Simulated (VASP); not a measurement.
OSZICAR of a VASP run on ZnCu2SiTe4 (space group I-42m):

OSZICAR:
```
       N       E                     dE             d eps       ncg     rms          rms(c)
DAV:   1     0.374162959084E+03    0.37416E+03   -0.18264E+04   444   0.112E+03
DAV:   2     0.646489168060E+01   -0.36770E+03   -0.35732E+03   449   0.303E+02
DAV:   3    -0.309455855959E+02   -0.37410E+02   -0.35674E+02   568   0.112E+02
DAV:   4    -0.329165077920E+02   -0.19709E+01   -0.19583E+01   648   0.257E+01
DAV:   5    -0.329655529077E+02   -0.49045E-01   -0.49021E-01   577   0.393E+00    0.162E+01
DAV:   6    -0.332521561599E+02   -0.28660E+00   -0.45561E+01   577   0.123E+02    0.119E+01
DAV:   7    -0.309604320403E+02    0.22917E+01   -0.11498E+01   590   0.795E+01    0.680E+00
DAV:   8    -0.311498940270E+02   -0.18946E+00   -0.41349E+00   696   0.281E+01    0.404E+00
DAV:   9    -0.310284483698E+02    0.12145E+00   -0.12145E+00   630   0.221E+01    0.119E+00
DAV:  10    -0.310317292595E+02   -0.32809E-02   -0.95716E-02   651   0.677E+00    0.645E-01
DAV:  11    -0.310306242565E+02    0.11050E-02   -0.11715E-02   691   0.188E+00    0.249E-01
DAV:  12    -0.310307146924E+02   -0.90436E-04   -0.16868E-03   648   0.279E-01    0.550E-02
DAV:  13    -0.310306977582E+02    0.16934E-04   -0.55943E-05   678   0.127E-01    0.340E-02
DAV:  14    -0.310306891567E+02    0.86016E-05   -0.13708E-04   696   0.255E-01    0.166E-02
DAV:  15    -0.310306929851E+02   -0.38285E-05   -0.35102E-05   496   0.319E-02    0.243E-02
DAV:  16    -0.310306921615E+02    0.82365E-06   -0.12465E-06   307   0.219E-02
   1 F= -.31030692E+02 E0= -.31025728E+02  d E =-.992789E-02
```

Problem. Which electronic solver shows in the log?

Solution. It is blocked Davidson (ALGO = Normal, or the opening steps of other solvers). The INCAR had ALGO = Normal.

Problem. Can the final energy be trusted as converged?

Solution. Self-consistency was reached. It stopped with EDIFF = 1E-6, NELM = 100 (PBEsol GGA, plane waves, VASP's PBE PAW potentials (set 64)).

The structure comes from a computed database's ZnCu2SiTe4 entry (I-42m); how it stands against other phases isn't given here. The cell was not relaxed at this level, and its volume differs by -5.9 % from the start's. The k-mesh is coarse (spacing up to 0.51 per Å, 2π included), so the numbers may not be converged in it.
